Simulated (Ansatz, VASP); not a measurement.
# Fe in two plane-wave programs

Aim: how closely do two programs agree when they are given the same cell, functional and k mesh?

Main program and level: Ansatz 0.2.0; plane waves, with VASP 6.6.1 beside it; relaxation of cell and atoms at PBEsol.

## 1. Starting point

It takes space group Im-3m (No. 229, cubic). The conventional cell has a = 2.782 Å, b = 2.782 Å, c = 2.782 Å, α = 90.00°, β = 90.00°, γ = 90.00°. Fe has 8 Fe at 2.41 Å nearest.

As a file:

```xyz
1
Lattice="-1.3912 1.3912 1.3912 1.3912 -1.3912 1.3912 1.3912 1.3912 -1.3912" Properties=species:S:1:pos:R:3 pbc="T T T"
Fe    0.0000    0.0000    0.0000
```

## 2. VASP: relaxation of cell and atoms, PBEsol

The relaxed volume is the usual yardstick between codes: its relative difference is about their pressure difference at one cell divided by the bulk modulus.

Lines of VASP's logs that name or quote its potential files are left out, and so is its time.

File INCAR:

```
SYSTEM = Fe
PREC = Accurate
ENCUT = 350
EDIFF = 1E-06
NELM = 120
ISMEAR = 1
SIGMA = 0.15
LREAL = .FALSE.
ALGO = Normal
GGA = PS
NBANDS = 12
ISPIN = 2
MAGMOM = 3
LASPH = .TRUE.
LMAXMIX = 4
LORBIT = 11
LWAVE = .FALSE.
LCHARG = .FALSE.
KPAR = 6
IBRION = 2
NSW = 30
ISIF = 3
EDIFFG = -0.02
POTIM = 0.4
```

File POSCAR:

```
Fe
1.0
   -1.3911892647      1.3911892647      1.3911892647
    1.3911892647     -1.3911892647      1.3911892647
    1.3911892647      1.3911892647     -1.3911892647
Fe
1
Direct
    0.0000000000      0.0000000000      0.0000000000
```

File KPOINTS:

```
Automatic mesh
0
Gamma
16 16 16
0 0 0
```

PAW data sets: Fe (PBE family, release 64).

Run with:

```console
$ mpirun -np 6 vasp_std
```

Numbers of over 12 decimals in the logs are rounded to 6 here.

Output:

```text
[banner, memory and clock lines left out]
running    6 mpi-ranks, on    1 nodes
 distrk:  each k-point on    1 cores,    6 groups
 distr:  one band on    1 cores,    1 groups

 POSCAR found type information on POSCAR Fe
 POSCAR found :  1 types and       1 ions
|                                                                             |
|           W    W    AA    RRRRR   N    N  II  N    N   GGGG   !!!           |
|           W    W   A  A   R    R  NN   N  II  NN   N  G    G  !!!           |
|           W    W  A    A  R    R  N N  N  II  N N  N  G       !!!           |
|           W WW W  AAAAAA  RRRRR   N  N N  II  N  N N  G  GGG   !            |
|           WW  WW  A    A  R   R   N   NN  II  N   NN  G    G                |
|           W    W  A    A  R    R  N    N  II  N    N   GGGG   !!!           |
|                                                                             |
|     For optimal performance we recommend to set                             |
|       NCORE = 2 up to number-of-cores-per-socket                            |
|     NCORE specifies how many cores store one orbital (NPAR=cpu/NCORE).      |
|     This setting can greatly improve the performance of VASP for DFT.       |
|     The default, NCORE=1 might be grossly inefficient on modern             |
|     multi-core architectures or massively parallel machines. Do your        |
|     Unfortunately you need to use the default for GW and RPA                |
|     calculations (for HF NCORE is supported but not extensively tested      |
|     yet).                                                                   |
|                                                                             |

|                                                                             |
|               ----> ADVICE to this user running VASP <----                  |
|                                                                             |
|     You enforced a specific xc type in the INCAR file but a different       |
|     [... a line on the potential file left out ...]
|     I HOPE YOU KNOW WHAT YOU ARE DOING!                                     |
|                                                                             |

 LDA part: xc-table for (Slater+PW92), standard interpolation
 POSCAR, INCAR and KPOINTS ok, starting setup
 FFT: planning ... GRIDC
 FFT: planning ... GRID_SOFT
 FFT: planning ... GRID
 WAVECAR not read
 entering main loop
       N       E                     dE             d eps       ncg     rms          rms(c)
DAV:   1     0.139087567218E+02    0.13909E+02   -0.30877E+03  7688   0.607E+02
DAV:   2    -0.946578118634E+01   -0.23375E+02   -0.21548E+02  7304   0.112E+02
DAV:   3    -0.994671833511E+01   -0.48094E+00   -0.47871E+00  8060   0.183E+01
DAV:   4    -0.994831850756E+01   -0.16002E-02   -0.16000E-02  7736   0.946E-01
DAV:   5    -0.994832786216E+01   -0.93546E-05   -0.93556E-05  8020   0.748E-02    0.129E+01
DAV:   6    -0.898753909744E+01    0.96079E+00   -0.10258E+01  7840   0.424E+01    0.483E+00
DAV:   7    -0.894074010321E+01    0.46799E-01   -0.45177E-01  8100   0.878E+00    0.308E+00
DAV:   8    -0.893073192915E+01    0.10008E-01   -0.53289E-03  8332   0.463E-01    0.134E+00
DAV:   9    -0.892245364716E+01    0.82783E-02   -0.55995E-03  9236   0.399E-01    0.249E-01
DAV:  10    -0.892236929538E+01    0.84352E-04   -0.44785E-04  7920   0.266E-01    0.722E-02
DAV:  11    -0.892237694333E+01   -0.76480E-05   -0.74090E-05  7880   0.877E-02    0.291E-02
DAV:  12    -0.892237672985E+01    0.21349E-06   -0.22691E-06  7480   0.181E-02
   1 F= -.89223767E+01 E0= -.89222083E+01  d E =-.892238E+01  mag=     2.0850
 curvature:   0.00 expect dE= 0.000E+00 dE for cont linesearch  0.000E+00
 trial: gam= 0.00000 g(F)=  0.127E-62 g(S)=  0.617E-05 ort = 0.000E+00 (trialstep = 0.100E+01)
 search vector abs. value=  0.617E-05
 reached required accuracy - stopping structural energy minimisation
```

OUTCAR, selected parts (step 2):

```text
ion  position               nearest neighbor table
   1  0.000  0.000  0.000-

  LATTYP: Found a body centered cubic cell.
 ALAT       =     2.7823785294

 Subroutine GETGRP returns: Found 48 space group operations
 (whereof 48 operations were pure point group operations)

The static configuration has the point symmetry O_h .

 Found    145 irreducible k-points:

   k-points           NKPTS =    145   k-points in BZ     NKDIM =    145   number of bands    NBANDS=     12

   dimension x,y,z NGX =    16 NGY =   16 NGZ =   16
   dimension x,y,z NGXF=    32 NGYF=   32 NGZF=   32

   ENCUT  =  350.0 eV  25.72 Ry    5.07 a.u.   3.68  3.68  3.68*2*pi/ulx,y,z

   NELECT =       8.0000    total number of electrons

 k-points in reciprocal lattice and weights: Automatic mesh
   0.00000000  0.00000000  0.00000000       0.000
   0.06250000  0.00000000  0.00000000       0.003
   0.12500000  0.00000000  0.00000000       0.003
   0.18750000  0.00000000  0.00000000       0.003
   0.25000000  0.00000000  0.00000000       0.003
   0.31250000  0.00000000  0.00000000       0.003
   0.37500000  0.00000000  0.00000000       0.003
   0.43750000  0.00000000  0.00000000       0.003
   0.50000000  0.00000000  0.00000000       0.001
[...]
0.50000000  0.50000000  0.43750000       0.003
   0.50000000  0.50000000  0.50000000       0.000

 average (electrostatic) potential at core
       1 -42.6975

 E-fermi :   6.2731

 spin component 1
 k-point     1 :       0.0000    0.0000    0.0000
  band No.  band energies     occupation
    ...
      2       3.8363      1.00000
      3       3.8363      1.00000
      4       3.8363      1.00000
      5       5.2013      1.00000
      6       5.2013      1.00000
      7      31.6781      0.00000
      8      31.6781      0.00000
      9      31.6781      0.00000
     10      37.1402      0.00000
     11      37.1402      0.00000
    ...

 k-point     2 :       0.0625    0.0000    0.0000
  band No.  band energies     occupation
    ...
      2       3.7877      1.00000
      3       3.8323      1.00000
      4       3.9314      1.00000
      5       5.1524      1.00000
      6       5.2057      1.00000
      7      30.6529      0.00000
      8      31.4532      0.00000
      9      31.5890      0.00000
     10      36.5549      0.00000
     11      37.5781      0.00000
    ...

 k-point     3 :       0.1250    0.0000    0.0000
  band No.  band energies     occupation
    ...
      2       3.6505      1.00000
      3       3.8017      1.00000
      4       4.2071      1.00000
      5       5.0474      1.00000
      6       5.2187      1.00000
      7      28.3497      0.00000
      8      30.6404      0.00000
      9      31.3708      0.00000
     10      35.4452      0.00000
     11      36.2195      0.00000
    ...

 k-point     4 :       0.1875    0.0000    0.0000
  band No.  band energies     occupation
    ...
      2       3.4495      1.00000
      3       3.7207      1.00000
      4       4.6365      1.00000
      5       4.9831      1.00000
      6       5.2430      1.00000
      7      25.5396      0.00000
      8      29.3421      0.00000
      9      31.1136      0.00000
     10      33.3115      0.00000
     11      35.2983      0.00000
    ...

 k-point     5 :       0.2500    0.0000    0.0000
  band No.  band energies     occupation
    ...
      2       3.2191      1.00000
      3       3.6744      1.00000
      4       5.0167      1.00000
      5       5.1726      1.00000
      6       5.2794      1.00000
      7      22.5833      0.00000
      8      27.9498      0.00000
      9      30.8794      0.00000
     10      31.3647      0.00000
     11      34.7485      0.00000
    ...

 k-point     6 :       0.3125    0.0000    0.0000
  band No.  band energies     occupation
    ...
      2       2.9951      1.00000
      3       3.9458      1.00000
      4       5.1247      1.00000
      5       5.3243      1.00000
      6       5.7469      1.00000
      7      19.6902      0.00000
      8      26.7147      0.00000
      9      29.6835      0.00000
     10      30.6923      0.00000
     11      34.5120      0.00000
    ...

  Total        0.0073018      0.0073018      0.0073018      0.0000000      0.0000000     -0.0000000
  in kB        1.0862291      1.0862291      1.0862291      0.0000000      0.0000000     -0.0000000
  external PRESSURE =       1.0862291 kB  Pullay stress =       0.0000000 kB

  energy-cutoff  :      350.00
  volume of cell :       10.77
      direct lattice vectors                 reciprocal lattice vectors
    -1.391189265  1.391189265  1.391189265     0.000000000  0.359404729  0.359404729
     1.391189265 -1.391189265  1.391189265     0.359404729  0.000000000  0.359404729
     1.391189265  1.391189265 -1.391189265     0.359404729  0.359404729  0.000000000

 POSITION                                       TOTAL-FORCE (eV/Angst)
 -----------------------------------------------------------------------------------
      0.00000      0.00000      0.00000         0.000000      0.000000     -0.000000
 -----------------------------------------------------------------------------------
    total drift:                                0.000000      0.000000     -0.000000

  FREE ENERGIE OF THE ION-ELECTRON SYSTEM (eV)
  ---------------------------------------------------
  free  energy   TOTEN  =        -8.9223767298 eV

  energy  without entropy=       -8.9218714449  energy(sigma->0) =       -8.92220830

 reached required accuracy - stopping structural energy minimisation

 total charge
# of ion       s       p       d       tot
------------------------------------------
    1        0.514   0.595   6.276   7.385

 magnetization (x)
# of ion       s       p       d       tot
------------------------------------------
    1       -0.012  -0.047   2.122   2.063

[... 6 further parts left out ...]
```

CONTCAR:

```
Fe
   1.00000000000000
    -1.3911892646999999    1.3911892646999999    1.3911892646999999
     1.3911892646999999   -1.3911892646999999    1.3911892646999999
     1.3911892646999999    1.3911892646999999   -1.3911892646999999
  Fe
     1
Direct
     0.0000000000000000    0.0000000000000000    0.0000000000000000
```

(Continued in part 2 of 2.)

[Lines on the potential files, build, host, timing and source positions are cut from VASP's logs without a mark.]

[Logs are printed without paths, hosts, clocks, repeated set-up lines and the standing remarks that a program may print on its own settings, such as how far it seeks lower states.]

[Hosts, paths, dates, database ids (printed as entryN), source tags and the programs' standing remarks are cut or masked in the printed files.]
